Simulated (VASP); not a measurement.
Write the native input for VASP 6.6.1 that does the following.

| Property | Result |
| --- | --- |
| Task | single point |
| Functional | PBE |
| Potentials or basis | VASP PAW PBE potentials, release 64 (Li_sv) |
| Cutoff | 520 eV |
| k mesh | 18 × 18 × 18 |
| Occupations | gaussian, width 0.1 eV |
| Spin | no spin polarisation |
| Dipole correction | no |
| Further INCAR settings | ALGO = Normal; EDIFF = 1e-07; NBANDS = 8 |

The structure of Li lies in POSCAR:

```
Li
1.0
   -1.7170491874      1.7170491874      1.7170491874
    1.7170491874     -1.7170491874      1.7170491874
    1.7170491874      1.7170491874     -1.7170491874
Li
1
Direct
    0.0000000000      0.0000000000      0.0000000000
```

One way to write it, as run:

INCAR

```
SYSTEM = Li
PREC = Accurate
ENCUT = 520
EDIFF = 1E-7
ISMEAR = 0
SIGMA = 0.1
LREAL = .FALSE.
LASPH = .TRUE.
NELM = 100
ALGO = Normal
ISIF = 2
LWAVE = .FALSE.
LCHARG = .FALSE.
GGA = PE
NBANDS = 8
```

KPOINTS

```
Automatic mesh
0
G
  18 18 18
  0 0 0
```

Potentials or basis: VASP PAW PBE potentials, release 64 (Li_sv).

The run is started by

```bash
$ cat potpaw_PBE.64/Li_sv/POTCAR > POTCAR
$ mpirun -np 1 vasp_std > vasp.out
```

It gave:

```json
{
  "Band gap on the k mesh": "none (metal or under the smearing width)"
}
```

Wall time 11 s on 1 thread of Intel(R) Xeon(R) Platinum 8488C (Sapphire Rapids) (shared host), peak memory 0.14 GiB.
